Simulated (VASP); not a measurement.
A cell of SiC (zinc blende) near equilibrium:

```
CELL_PARAMETERS angstrom
      0.00000     2.18970     2.18970
      2.18970     0.00000     2.18970
      2.18970     2.18970     0.00000
ATOMIC_POSITIONS crystal
  Si 0.00000 0.00000 0.00000
  C  0.25000 0.25000 0.25000
```

Level of theory: PBE GGA, VASP's PBE PAW potentials (set 64) (plane waves; VASP).

| run | ΔE (meV/atom) | σxx | σyy | σzz | largest shear component, with its sign (GPa) | gap (eV) |
|---|---|---|---|---|---|---|
| as it is | 0.0 | -0.14 | -0.14 | -0.14 | 0.00 | 1.37 |
| after one change | 1.6 | 3.15 | 3.15 | 3.15 | 0.00 | 1.36 |
Stress is in GPa, positive when the cell is compressed; gaps are those on the k-mesh, and 0.00 means metallic.

Which change was made?
A. uniaxial strain of +2.0 % along x
B. uniaxial strain of +0.5 % along z
C. shear strain γ_yz = -2.0 % with the ions relaxed
D. isotropic strain of -0.5 %

D, isotropic strain of -0.5 %

The compound is SiC in the zinc blende structure.
